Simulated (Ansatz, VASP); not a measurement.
# Cross-check of Cu (Cu slab, plane (1, 1, 1)) between VASP and Ansatz, part 2 of 2

Aim: how closely do two programs agree when they are given the same cell, functional and k mesh? The structure shown is the end of the VASP relaxation below.

VASP 6.6.1 and Ansatz 0.2.0.

So far: The starting structure; VASP: relaxation, PBEsol.

## (3) Ansatz: single point, PBEsol

Level of this step: Ansatz beside VASP: Kohn-Sham DFT, plane waves, PBEsol (Ansatz).

Ansatz runs on its default PAW (the set named soft_2) files.

The same cell, functional, mesh and smearing now go to Ansatz, which takes its cutoff from its data sets.

input.yaml reads:

```yaml
crystal:
  lattice:
    - [2.55616273, 0.0, 0.0]
    - [-1.27808136, 2.21370186, 0.0]
    - [0.0, 0.0, 29.78388316]
  atoms:
    - { symbol: Cu, position: [0.0, 0.0, 0.16787603] }
    - { symbol: Cu, position: [0.33333333, 0.66666667, 0.23795078] }
    - { symbol: Cu, position: [0.66666667, 0.33333333, 0.30590907] }
    - { symbol: Cu, position: [0.0, 0.0, 0.3744037] }
    - { symbol: Cu, position: [0.33333333, 0.66666667, 0.44283762] }
    - { symbol: Cu, position: [0.66666667, 0.33333333, 0.5114107] }
    - { symbol: Cu, position: [0.0, 0.0, 0.57996444] }
    - { symbol: Cu, position: [0.33333333, 0.66666667, 0.64850837] }
    - { symbol: Cu, position: [0.66666667, 0.33333333, 0.71650761] }
    - { symbol: Cu, position: [0.0, 0.0, 0.78424424] }
hamiltonian:
  xc: pbesol
  pseudopotentials: { kind: paw }
kpoints:
  mp_grid: { grid: [10, 10, 1] }
scf:
  occupations: { method: fermi_dirac, width: 0.1 }
  n_extra_bands: 6
output:
  forces: true
  eigenvalues: true
  write_density: true
  write_potential: true
  elf: true
  volumetric_format: npy
```

On the command line:

```console
$ ansatz run input.yaml --threads 4 --pin off --max-ram 9216MiB --backend cpu --events-out ev --progress --plain --runs-dir out
```

Numbers of over 12 decimals in the logs are rounded to 6 here.

The program printed:

```text
scf.n_extra_bands = 6 over 95 filled bands (N_el = 190.0): the run solves 101 bands
Engine: ansatz 0.2.0, x86_64-unknown-linux-gnu
Pseudopotentials: kind: paw
Pseudopotential: Cu, paw, valence charge 19, recommended cutoff 420 eV (normal), Cu.paw.azcp
Functional definition: PBEsol
  exchange = pbesol_x
  correlation = pbesol_c
Crystal: 10 atoms, lattice volume = 168.535 Å³
Basis set: ecut = 420 eV, 3357 PW (Γ), exchange–correlation on 36×36×400 points (8 copies of the dense FFT grid, shifted against one another)
Bands: 101, of which v1, the nominal top of the filled ones, is band 95 counted from 1 (94 counted from 0)
Symmetry: 6 space group operations
Space group: P3m1 (ITA 156), of the structure as read, at distance tolerance 5.5e-5 Å
k-points: 14 of 100 (time reversal used)
Non-local potential: Cu, projectors of the file, l = 0: 3, l = 1: 2, l = 2: 3, l = 3: 1
PAW form: soft (Blöchl's): semilocal exchange-correlation on the pseudo side does not see the compensation charge
PAW frozen core: Cu, regenerated for the run's functional, and the local potential with it (the file was generated under x = pbe(κ = 0.804, μ = 0.219515), c = pbe(β = 0.066725))
PAW one-centre angular grid: Cu, 590 points (default); XC on 64 Gauss nodes
Initial density: superposition of atomic densities (neutral atoms: chi_scale 0, normalization atom), corrected by the library's trained network
Initial wavefunctions: pseudopotential atomic-orbital guess
Functional: x = pbesol(κ = 0.804, μ = 0.123457), c = pbesol(β = 0.046)
SCF iter   1: F=—  HF=-65886.600626 eV  |F-HF|=—  |Δ(HF+E_count)|=         —  Δρ=1.80e-2  dr2=3.09e-1  ethr=1.77e-3  ⟨swp⟩=5.9  Hψ=4960  notcnv=0
preconditioner: auto → LDOS  [metal: Δε(μ)=0.099 eV  Ē_g=5.242 eV  σ=0.100 eV  W_gap=0.23  n_scr=26 (ndim 8)  ℏωp=30.0 eV  f_vac=0.299  D(μ)=3.31/eV (n_scr^D=16)  β→1.0]
SCF iter   2: F=—  HF=-65887.203796 eV  |F-HF|=—  |Δ(HF+E_count)|=   6.03e-1  Δρ=5.29e-2  dr2=2.54e0  ethr=1.63e-4  ⟨swp⟩=2.8  Hψ=3567  notcnv=0  defer=3
SCF iter   3: F=—  HF=-65886.531974 eV  |F-HF|=—  |Δ(HF+E_count)|=   6.72e-1  Δρ=2.75e-3  dr2=9.09e-3  ethr=1.63e-4  ⟨swp⟩=2.4  Hψ=3057  notcnv=0  defer=3
SCF iter   4: F=—  HF=-65886.529573 eV  |F-HF|=—  |Δ(HF+E_count)|=   2.40e-3  Δρ=1.77e-3  dr2=3.23e-3  ethr=4.78e-6  ⟨swp⟩=3.1  Hψ=2942  notcnv=0  defer=2
SCF iter   5: F=—  HF=-65886.528922 eV  |F-HF|=—  |Δ(HF+E_count)|=   6.51e-4  Δρ=1.62e-4  dr2=8.77e-5  ethr=1.70e-6  ⟨swp⟩=2.0  Hψ=2204  notcnv=0  defer=2
SCF iter   6: F=—  HF=-65886.528940 eV  |F-HF|=—  |Δ(HF+E_count)|=   1.80e-5  Δρ=9.22e-5  dr2=2.40e-5  ethr=4.62e-8  ⟨swp⟩=2.0  Hψ=2221  notcnv=0  defer=2
SCF iter   7: F=—  HF=-65886.528945 eV  |F-HF|=—  |Δ(HF+E_count)|=   4.87e-6  Δρ=8.35e-5  dr2=1.47e-5  ethr=1.26e-8  ⟨swp⟩=2.1  Hψ=1988  notcnv=0  defer=2
SCF iter   8: F=—  HF=-65886.528943 eV  |F-HF|=—  |Δ(HF+E_count)|=   1.16e-6  Δρ=2.31e-5  dr2=2.35e-6  ethr=7.76e-9  ⟨swp⟩=2.3  Hψ=1855  notcnv=0  defer=2
SCF iter   9: F=—  HF=-65886.528943 eV  |F-HF|=—  |Δ(HF+E_count)|=   9.42e-8  Δρ=1.37e-5  dr2=1.80e-7  ethr=1.24e-9  ⟨swp⟩=2.2  Hψ=2115  notcnv=0  defer=2
SCF iter  10: F=-65886.528943 eV  HF=-65886.528943 eV  |F-HF|=8.44e-9  |Δ(HF+E_count)|=   3.27e-8  Δρ=3.03e-6  dr2=1.15e-8  ethr=5.26e-11  ⟨swp⟩=10.9  Hψ=11617  notcnv=0
SCF 1 converged in 10 iterations: F = -65886.528943 eV  dr2 = 1.15e-8
  greatest PAW one-centre occupation: 1.000 electrons in one spin orbital (limit 2), on the Cu atom at site 0 (counted from 0), in its partial waves of l = 0
WARN: The output density's exchange-correlation potential varies sharply where the density is thin. Do not read a vacuum level from v_tot or v_xc, or from such a field of the output density. On a cell that repeats whose density bears no net charge and no dipole along the vacuum's axis use v_es (v_loc + v_h of the components); under efield.dipole_correction with no amplitude use v_es + v_field, which holds any externa [...]
SCF converged after 10 iterations
Free energy (F): -65886.528943 eV
Harris-Foulkes:  -65886.528943 eV  (|F-HF|=8.44e-9)
Internal energy: -65886.420181 eV  (E = F + TS)
E sigma→0 (E₀):  -65886.474562 eV
Entropy (-TS):   -0.108762 eV (-10.876 meV/atom)
Fermi energy:    10.197791 eV
--- Per-component energies (eV) ---
  E_band       = -4820.458466
  E_kinetic    = 3001.907003
  E_local      = -330084.018504  (includes V_loc(G=0)·N_el)
  E_nonlocal   = 3917.908461
  E_hartree    = 161997.044310
  E_xc         = -889.111442
  E_vxc        = -1152.332838  (∫ρ·V_xc dr)
  E_paw        = -16265.365861  (= ΣΔE_a)
  E_vpaw       = -4498.032652  (= ΣTr[D̂ρ^β])
  E_aug_tail   = 0.002529  (compensation charges beyond the density's cutoff)
  E_ewald      = 112433.151300
  E_core_change = 2.062022  (= ΣΔE_core)
  E_smearing   = -0.108762  (= −TS)
  E_closure    = 0.000000  (closes the sum)
  Σ components = -65886.528943   (vs F -65886.528943, Δ=0.00e0)
--- Forces (eV/Å), atoms counted from 1 ---
  atom   1  Cu    -0.00000000    -0.00000000     0.29509942
  atom   2  Cu     0.00000000     0.00000000    -0.24616565
  atom   3  Cu    -0.00000000    -0.00000000     0.00632240
  atom   4  Cu    -0.00000000    -0.00000000     0.00779078
  atom   5  Cu    -0.00000000    -0.00000000    -0.00257251
  atom   6  Cu     0.00000000     0.00000000     0.01843214
  atom   7  Cu     0.00000000     0.00000000    -0.01859287
  atom   8  Cu     0.00000000     0.00000000    -0.01650845
  atom   9  Cu    -0.00000000    -0.00000000    -0.00686645
  atom  10  Cu     0.00000000    -0.00000000    -0.03694770
  max |Σ_I F_I| component: 8.89e-6 eV/Å
--- Band table (eV; the first three rows and the last of 14) ---
  k-point 0: bands = [... 91 lower, 8.3894, 8.5161, 8.5161, 8.5350, 8.6110, 8.6110, 8.6394, 8.6394, ... 2 higher]
  k-point 1: bands = [... 91 lower, 8.3514, 8.3953, 8.5220, 8.5953, 8.6176, 8.6482, 8.9583, 9.5382, ... 2 higher]
  k-point 2: bands = [... 91 lower, 8.4061, 8.5342, 8.6335, 8.6701, 8.6933, 9.1584, 9.7997, 10.6625, ... 2 higher]
  k-point 13: bands = [... 91 lower, 11.8760, 12.1510, 12.5505, 13.0828, 13.6877, 14.2094, 14.4686, 14.6652, ... 2 higher]
```

It took 8.9 s on 4 threads of Intel Xeon Platinum 8488C (Sapphire Rapids), shared host; peak memory 0.78 GiB; 34 s of CPU time.

## (4) Differences

Known differences besides the potentials themselves: the data sets hold 190 valence electrons in Ansatz (default PAW (the set named soft_2) files) and 110 in VASP; the cutoff is 420 eV in Ansatz and 300 eV in VASP (PREC = Normal, projectors in real space); Ansatz makes its cores anew for this functional, VASP keeps those of its PBE data sets; VASP leaves aspherical gradient terms in its spheres out (LASPH is not set), Ansatz keeps them. Total energies have different zeros and are not compared.

Forces (eV/Å; atoms numbered as in POSCAR):

```csv
atom,"Ansatz x, y, z","VASP x, y, z"
Cu1,"0.000, 0.000, 0.295","0.000, 0.000, 0.269"
Cu2,"0.000, 0.000, -0.246","0.000, 0.000, -0.252"
Cu3,"0.000, 0.000, 0.006","0.000, 0.000, 0.007"
Cu4,"0.000, 0.000, 0.008","0.000, 0.000, 0.002"
Cu5,"0.000, 0.000, -0.003","0.000, 0.000, -0.009"
Cu6,"0.000, 0.000, 0.018","0.000, 0.000, 0.006"
Cu7,"0.000, 0.000, -0.019","0.000, 0.000, -0.011"
Cu8,"0.000, 0.000, -0.017","0.000, 0.000, -0.002"
Cu9,"0.000, 0.000, -0.007","0.000, 0.000, -0.008"
Cu10,"0.000, 0.000, -0.037","0.000, 0.000, -0.002"
```

The forces differ by 9.0 meV/Å r.m.s., which is 13.4 % of the r.m.s. force of 0.07 eV/Å (both taken over all components, held atoms included). VASP's last cycles still show a density residual of 3e-03, so its state may not be settled.

## (5) Summary of results

| Quantity | Value |
| --- | --- |
| r.m.s. force difference (single point, PBEsol) | 9.0 meV/Å |

The r.m.s. force difference is 9.0 meV/Å (single point, PBEsol), within the 12 meV/Å picked in this series as the mark of a large difference. Such differences can come from data sets, numerical settings and the points named under the comparisons, not from the functional's error against experiment.

[Lines on the potential files, build, host, timing and source positions are cut from VASP's logs without a mark.]

[Logs are printed without paths, hosts, clocks, repeated set-up lines and the standing remarks that a program may print on its own settings, such as how far it seeks lower states.]

[Hosts, paths, dates, database ids (printed as entryN), source tags and the programs' standing remarks are cut or masked in the printed files.]
